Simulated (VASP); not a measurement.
Consider the following.

```yaml
crystal:
  lattice:
    - [2.83886, 0.00000, 0.00000]
    - [0.00000, 2.83886, 0.00000]
    - [0.00000, 0.00000, 3.72508]
  atoms:
    - { symbol: Cu, position: [0.00000, 0.00000, 0.00000] }
    - { symbol: Au, position: [0.50000, 0.50000, 0.50000] }
```

Calculation: PBE GGA, VASP's PBE PAW potentials (set 64) (plane waves; VASP 6.6.1). Run with 520 eV cut-off, 14×14×11 Γ-centred mesh, tetrahedra with Blöchl corrections, potentials Cu Au.

Unless said otherwise, spin-orbit coupling is left out, though it shifts the bands of the heavy elements here.

What does the run give for the energy per atom (σ→0), band gap (on the k-mesh) with the smallest direct gap where there is one?

```json
{
  "band gap (on the k-mesh)": "none (metal, semimetal or under 0.01 eV)",
  "energy per atom (σ→0)": "-3533 meV/atom"
}
```

The absolute energy has meaning only against runs of the same code, potentials and settings.

The compound is CuAu in the L1_0 structure. It was relaxed first.
